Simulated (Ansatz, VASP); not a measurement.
# Ga2O3: VASP beside Ansatz, part 2 of 2

Aim: how closely do two programs agree when they are given the same cell, functional and k mesh? The structure shown is the start of the Ansatz relaxation below; VASP solves that cell, so the two are compared at the walk's first step.

VASP 6.6.1 and Ansatz 0.2.0.

So far: Starting point; Ansatz: relaxation, r2SCAN.

## 3. VASP: single point, r2SCAN, start cell

Level of this step: r2SCAN; plane waves and PAW (Ga_d, O) (VASP).

The same cell, functional, mesh and smearing now go to VASP, with its own data sets.

Lines of VASP's logs that name or quote its potential files are left out, and so is its time.

INCAR reads:

```
SYSTEM = Ga2O3
PREC = Accurate
ENCUT = 580
EDIFF = 1E-06
NELM = 120
ISMEAR = 0
SIGMA = 0.02
LREAL = .FALSE.
ALGO = Normal
METAGGA = R2SCAN
LASPH = .TRUE.
NBANDS = 54
LORBIT = 11
LWAVE = .FALSE.
LCHARG = .FALSE.
ISIF = 2
GGA_COMPAT = .FALSE.
EFERMI = MIDGAP
LMIXTAU = .TRUE.
KPAR = 2
```

POSCAR reads:

```
Ga2O3
1.0
    6.0015640000     -1.4884030000      0.0023360000
    6.0015640000      1.4884030000      0.0023360000
   -1.3599070000      0.0000000000      5.5240780000
Ga O
4 6
Direct
    0.0905124542      0.0905124130      0.7947876779
    0.9094875458      0.9094875048      0.2052119601
    0.6587114226      0.6587113815      0.3144452342
    0.3412885774      0.3412885362      0.6855544038
    0.1641804540      0.1641804129      0.1091227258
    0.8358195460      0.8358195048      0.8908769122
    0.1733367784      0.1733367372      0.5635405892
    0.8266632217      0.8266631806      0.4364590488
    0.4962567754      0.4962567343      0.2562295443
    0.5037432246      0.5037431834      0.7437700937
```

KPOINTS reads:

```
Automatic mesh
0
Gamma
6 6 4
0 0 0
```

The projector-augmented-wave data sets are Ga_d and O (PBE family, release 64).

Command:

```bash
> mpirun -np 2 vasp_std
```

Numbers of over 12 decimals in the logs are rounded to 6 here.

The log of the run:

```text
[banner, memory and clock lines left out]
running    2 mpi-ranks, on    1 nodes
 distrk:  each k-point on    1 cores,    2 groups
 distr:  one band on    1 cores,    1 groups

 POSCAR found type information on POSCAR GaO
 POSCAR found :  2 types and      10 ions
|                                                                             |
|               ----> ADVICE to this user running VASP <----                  |
|                                                                             |
|     You enforced a specific xc type in the INCAR file but a different       |
|     [... a line on the potential file left out ...]
|     I HOPE YOU KNOW WHAT YOU ARE DOING!                                     |
|                                                                             |

 LDA part: xc-table for (None), standard interpolation
 POSCAR, INCAR and KPOINTS ok, starting setup
 FFT: planning ... GRIDC
 FFT: planning ... GRID_SOFT
 FFT: planning ... GRID
 WAVECAR not read
 entering main loop
       N       E                     dE             d eps       ncg     rms          rms(c)
DAV:   1     0.123506405156E+04    0.12351E+04   -0.43955E+04  6106   0.333E+03
DAV:   2     0.157986045392E+03   -0.10771E+04   -0.10154E+04  5164   0.879E+02
DAV:   3    -0.106673856807E+03   -0.26466E+03   -0.25731E+03  5858   0.282E+02
DAV:   4    -0.128179342031E+03   -0.21505E+02   -0.21288E+02  6154   0.861E+01
DAV:   5    -0.128952222839E+03   -0.77288E+00   -0.77139E+00  6706   0.168E+01    0.165E+01
DAV:   6    -0.108521338797E+03    0.20431E+02   -0.19930E+01  8778   0.628E+01    0.466E+00
DAV:   7    -0.100554101158E+03    0.79672E+01   -0.40171E+00  6688   0.139E+01    0.322E+00
DAV:   8    -0.112037292993E+03   -0.11483E+02   -0.49230E+00  7846   0.276E+01    0.223E+00
DAV:   9    -0.105287168687E+03    0.67501E+01   -0.12381E+00  6066   0.133E+01    0.116E+00
DAV:  10    -0.102432909701E+03    0.28543E+01   -0.80226E-01  5154   0.564E+00    0.514E-01
DAV:  11    -0.101975966373E+03    0.45694E+00   -0.90212E-01  5176   0.661E+00    0.220E-01
DAV:  12    -0.102057095811E+03   -0.81129E-01   -0.62425E-02  7064   0.177E+00    0.242E-01
DAV:  13    -0.102050586687E+03    0.65091E-02   -0.39318E-03  7418   0.148E+00    0.180E-01
DAV:  14    -0.102080686980E+03   -0.30100E-01   -0.22666E-02  7578   0.216E+00    0.848E-02
DAV:  15    -0.102083115082E+03   -0.24281E-02   -0.47103E-03  6610   0.905E-01    0.435E-02
DAV:  16    -0.102082933550E+03    0.18153E-03   -0.12743E-03  6302   0.371E-01    0.219E-02
DAV:  17    -0.102083521921E+03   -0.58837E-03   -0.84801E-04  6366   0.269E-01    0.117E-02
DAV:  18    -0.102083744988E+03   -0.22307E-03   -0.18554E-04  7146   0.181E-01    0.935E-03
DAV:  19    -0.102083801485E+03   -0.56497E-04   -0.91773E-05  5612   0.774E-02    0.365E-03
DAV:  20    -0.102083842501E+03   -0.41016E-04   -0.20756E-05  5550   0.373E-02    0.295E-03
DAV:  21    -0.102083846909E+03   -0.44086E-05   -0.12369E-06  4460   0.362E-02    0.153E-03
DAV:  22    -0.102083846889E+03    0.19969E-07   -0.33992E-06  4496   0.135E-02
   1 F= -.10208385E+03 E0= -.10208385E+03  d E =0.000000E+00
```

OUTCAR, selected parts (step 3):

```text
ion  position               nearest neighbor table
   1  0.091  0.091  0.795-   5 1.80  10 1.80  10 1.80   7 1.83
   2  0.909  0.909  0.205-   6 1.80   9 1.80   9 1.80   8 1.83
   3  0.659  0.659  0.314-   9 1.90   5 1.90   5 1.90   8 1.97   7 2.03   7 2.03
   4  0.341  0.341  0.686-  10 1.90   6 1.90   6 1.90   7 1.97   8 2.03   8 2.03
   5  0.164  0.164  0.109-   1 1.80   3 1.90   3 1.90
   6  0.836  0.836  0.891-   2 1.80   4 1.90   4 1.90
   7  0.173  0.173  0.564-   1 1.83   4 1.97   3 2.03   3 2.03
   8  0.827  0.827  0.436-   2 1.83   3 1.97   4 2.03   4 2.03
   9  0.496  0.496  0.256-   2 1.80   2 1.80   3 1.90
  10  0.504  0.504  0.744-   1 1.80   1 1.80   4 1.90

  LATTYP: Found a base centered monoclinic cell.
 ALAT       =    12.0031289092
 B/A-ratio  =     0.2480025019
 C/A-ratio  =     0.4739602191
 COS(beta)  =    -0.2386632821

 Subroutine GETGRP returns: Found  4 space group operations
 (whereof  4 operations were pure point group operations)

The static configuration has the point symmetry C_2h.

 Found     47 irreducible k-points:

   k-points           NKPTS =     47   k-points in BZ     NKDIM =     47   number of bands    NBANDS=     54

   dimension x,y,z NGX =    50 NGY =   50 NGZ =   48
   dimension x,y,z NGXF=   100 NGYF=  100 NGZF=   96

   ENCUT  =  580.0 eV  42.63 Ry    6.53 a.u.  12.14 12.14 11.17*2*pi/ulx,y,z

   NELECT =      88.0000    total number of electrons

 k-points in reciprocal lattice and weights: Automatic mesh
   0.00000000  0.00000000  0.00000000       0.007
   0.16666667 -0.00000000 -0.00000000       0.028
   0.33333333 -0.00000000 -0.00000000       0.028
   0.50000000 -0.00000000 -0.00000000       0.014
   0.16666667  0.16666667 -0.00000000       0.014
   0.33333333  0.16666667 -0.00000000       0.028
   0.50000000  0.16666667 -0.00000000       0.028
  -0.33333333  0.16666667  0.00000000       0.028
  -0.16666667  0.16666667  0.00000000       0.014
[...]
-0.33333333  0.33333333  0.50000000       0.014
   0.50000000  0.50000000  0.50000000       0.007

 average (electrostatic) potential at core
       1 -68.4735       2 -68.4735       3 -68.3242       4 -68.3242       5 -72.8801
       6 -72.8800       7 -73.3288       8 -73.3288       9 -73.2145      10 -73.2145

 E-fermi :   5.8097

 k-point     1 :       0.0000    0.0000    0.0000
  band No.  band energies     occupation
    ...
     40       3.3553      2.00000
     41       3.3760      2.00000
     42       3.5111      2.00000
     43       3.7350      2.00000
     44       3.9977      2.00000
     45       7.6216      0.00000
     46      10.9134      0.00000
     47      11.8278      0.00000
     48      12.2119      0.00000
     49      13.0013      0.00000
    ...

 k-point     2 :       0.1667   -0.0000   -0.0000
  band No.  band energies     occupation
    ...
     40       2.8693      2.00000
     41       3.0452      2.00000
     42       3.3240      2.00000
     43       3.5826      2.00000
     44       3.9878      2.00000
     45       8.9199      0.00000
     46      11.3307      0.00000
     47      12.5560      0.00000
     48      12.8083      0.00000
     49      13.8059      0.00000
    ...

 k-point     3 :       0.3333   -0.0000   -0.0000
  band No.  band energies     occupation
    ...
     40       2.8062      2.00000
     41       3.0410      2.00000
     42       3.2127      2.00000
     43       3.3581      2.00000
     44       3.9169      2.00000
     45      11.0152      0.00000
     46      11.3138      0.00000
     47      12.2342      0.00000
     48      13.0962      0.00000
     49      14.0277      0.00000
    ...

  Total        9.9330609     11.3658595     10.5012714      0.0000000      0.0000000      0.1702491
  in kB      161.2416712    184.5000454    170.4653353      0.0000000      0.0000000      2.7636251
  external PRESSURE =     172.0690173 kB  Pullay stress =       0.0000000 kB

  energy-cutoff  :      580.00
  volume of cell :       98.70
      direct lattice vectors                 reciprocal lattice vectors
     6.001564000 -1.488403000  0.002336000     0.083303635 -0.335930524  0.020507530
     6.001564000  1.488403000  0.002336000     0.083303635  0.335930524  0.020507530
    -1.359907000  0.000000000  5.524078000    -0.000070454  0.000000000  0.181008340

 POSITION                                       TOTAL-FORCE (eV/Angst)
 -----------------------------------------------------------------------------------
      0.00559     -0.00000      4.39089         0.213188      0.000000     -0.062580
     10.63763     -0.00000      1.13786        -0.213188      0.000000      0.062580
      7.47898     -0.00000      1.74010        -0.009591      0.000000      0.179412
      3.16424     -0.00000      3.78865         0.009591      0.000000     -0.179412
      1.82228     -0.00000      0.60357         0.458013      0.000000      0.052170
      8.82094     -0.00000      4.92518        -0.458013      0.000000     -0.052170
      1.31422     -0.00000      3.11385        -0.019025      0.000000     -0.166626
      9.32900     -0.00000      2.41490         0.019025      0.000000      0.166626
      5.60818     -0.00000      1.41775         0.381515      0.000000      0.160138
      5.03504     -0.00000      4.11100        -0.381515      0.000000     -0.160138
 -----------------------------------------------------------------------------------
    total drift:                               -0.000111      0.000420      0.007254

  FREE ENERGIE OF THE ION-ELECTRON SYSTEM (eV)
  ---------------------------------------------------
  free  energy   TOTEN  =      -102.0838468893 eV

  energy  without entropy=     -102.0838468893  energy(sigma->0) =     -102.08384689

 total charge
# of ion       s       p       d       tot
------------------------------------------
    1        0.713   0.928  10.348  11.989
    2        0.713   0.928  10.348  11.989
    3        0.627   0.759  10.320  11.705
    4        0.627   0.759  10.320  11.705
    5        1.555   3.590   0.000   5.145
    6        1.555   3.590   0.000   5.145
    7        1.559   3.585   0.000   5.144
    8        1.559   3.585   0.000   5.144
    9        1.553   3.621   0.000   5.174
   10        1.553   3.621   0.000   5.174
--------------------------------------------------
tot         12.015  24.965  41.335  78.315

[... 3 further parts left out ...]
```

The run ends at a pressure of 17.21 GPa, with forces up to 0.46 eV/Å.

## 4. Differences

Known differences besides the potentials themselves: VASP keeps PBE cores, Ansatz makes them for the functional; the cutoff is 600 eV in Ansatz and 580 eV in VASP. Total energies have different zeros and are not compared.

Forces (eV/Å; atoms numbered as in POSCAR):

```csv
atom,"Ansatz x, y, z","VASP x, y, z"
Ga1,"0.183, 0.000, -0.044","0.213, 0.000, -0.063"
Ga2,"-0.183, 0.000, 0.044","-0.213, 0.000, 0.063"
Ga3,"-0.003, 0.000, 0.141","-0.010, 0.000, 0.179"
Ga4,"0.003, 0.000, -0.141","0.010, 0.000, -0.179"
O5,"0.380, 0.000, 0.015","0.458, 0.000, 0.052"
O6,"-0.380, 0.000, -0.015","-0.458, 0.000, -0.052"
O7,"-0.053, 0.000, -0.100","-0.019, 0.000, -0.167"
O8,"0.053, 0.000, 0.100","0.019, 0.000, 0.167"
O9,"0.296, 0.000, 0.124","0.382, 0.000, 0.160"
O10,"-0.296, 0.000, -0.124","-0.382, 0.000, -0.160"
```

The forces differ by 40 meV/Å r.m.s., which is 22.2 % of the r.m.s. force of 0.181 eV/Å (both taken over all components).

## 5. Outcome

| Item | Value |
| --- | --- |
| r.m.s. force difference (single point, r2SCAN, start cell) | 40 meV/Å |

In words: The r.m.s. force difference is 40 meV/Å (single point, r2SCAN, start cell), beyond the 12 meV/Å picked in this series as the mark of a large difference. What causes the difference of the single point, r2SCAN, start cell pair stays open here. Such differences can come from data sets, numerical settings and the points named under the comparisons, not from the functional's error against experiment.

[Lines on the potential files, build, host, timing and source positions are cut from VASP's logs without a mark.]

[Logs are printed without paths, hosts, clocks, repeated set-up lines and the standing remarks that a program may print on its own settings, such as how far it seeks lower states.]

[Hosts, paths, dates, database ids (printed as entryN), source tags and the programs' standing remarks are cut or masked in the printed files.]
